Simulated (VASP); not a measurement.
Given:

```
CELL_PARAMETERS angstrom
      4.61922     0.00000     0.00000
      0.00000     4.61922     0.00000
      0.00000     0.00000     4.61922
ATOMIC_POSITIONS crystal
  Cs 0.00000 0.00000 0.00000
  I  0.50000 0.50000 0.50000
```

Calculation: revTPSS meta-GGA, VASP's PBE PAW potentials (set 64) (plane waves; VASP). Settings: 520 eV cut-off, 6×6×6 Γ-centred mesh, Gaussian smearing of 0.050 eV, potentials Cs_sv I.

Give the energy at these volumes per atom, relative to the lowest: 46.35, 47.82, 49.30, 50.78, 52.26 Å³.

6.3, 1.5, 0.0, 1.4, 5.1 meV/atom. A third-order Birch-Murnaghan fit gives B0 = 10.2 GPa and B0′ = 5.3.

The compound is CsI in the CsCl type structure. It was relaxed first.
